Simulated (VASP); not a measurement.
Wanted: the native input for a VASP 6.6.1 run.

```
Task                   : single point
Functional             : PBE
Potentials or basis    : VASP PAW PBE potentials, release 64 (Hg, Ge_d)
Cutoff                 : 520 eV
k mesh                 : 5 × 5 × 5
Occupations            : fermi-dirac, width 0.05 eV
Spin                   : no spin polarisation
Further INCAR settings : ALGO = Normal; EDIFF = 1e-07; NBANDS = 60
```

The structure of Hg3Ge lies in POSCAR:

```
Hg3Ge
1.0
    6.4704579991      0.0000000000      0.0000000000
   -3.2352289995      5.6035810013      0.0000000000
    0.0000000000      0.0000000000      5.2472440000
Hg Ge
6 2
Direct
    0.1603210000      0.3310640000      0.2478800000
    0.1703130000      0.8350360000      0.2370810000
    0.6612110000      0.8376630000      0.2563460000
    0.8255720000      0.6604990000      0.7387050000
    0.8367210000      0.1644260000      0.7542920000
    0.3363920000      0.1756050000      0.7461070000
    0.3370370000      0.6740820000      0.7452680000
    0.6660970000      0.3260370000      0.2500360000
```

The cell comes from a database or a generator and needn't be the stable form of this composition.

The cell isn't the ideal one: atoms moved at random, drawn with an rms of 0.05 Å.

The input as run:

INCAR

```
SYSTEM = Hg3Ge
PREC     = Accurate       ! precision mode
ENCUT    = 520            ! plane-wave cutoff, eV
EDIFF    = 1E-7           ! SCF threshold, eV
ISMEAR   = -1             ! smearing method
SIGMA    = 0.05           ! smearing width, eV
LREAL    = .False.        ! projectors in reciprocal space
LASPH    = .True.         ! aspherical terms in the spheres
NELM     = 100            ! most SCF steps
ALGO     = Normal         ! electronic algorithm
ISIF     = 2              ! what is computed and relaxed
LWAVE    = .False.        ! write WAVECAR
LCHARG   = .False.        ! write CHGCAR
GGA      = PE             ! functional
NBANDS   = 60             ! bands
```

KPOINTS

```
Automatic mesh
0
Gamma
  5 5 5
  0 0 0
```

Potentials or basis: VASP PAW PBE potentials, release 64 (Hg, Ge_d).

Launch:

```console
$ cat potpaw_PBE.64/Hg/POTCAR potpaw_PBE.64/Ge_d/POTCAR > POTCAR
$ mpirun -np 1 vasp_std > vasp.out
```

Results of the run:

```yaml
Pressure: 0.0 GPa
Largest_force: 0.167 eV/Å
Band_gap_on_the_k_mesh: none (metal or under the smearing width)
```

It took 10 min on 1 thread of Intel(R) Xeon(R) Platinum 8488C (Sapphire Rapids), with other jobs on the host, peak memory 0.64 GiB.
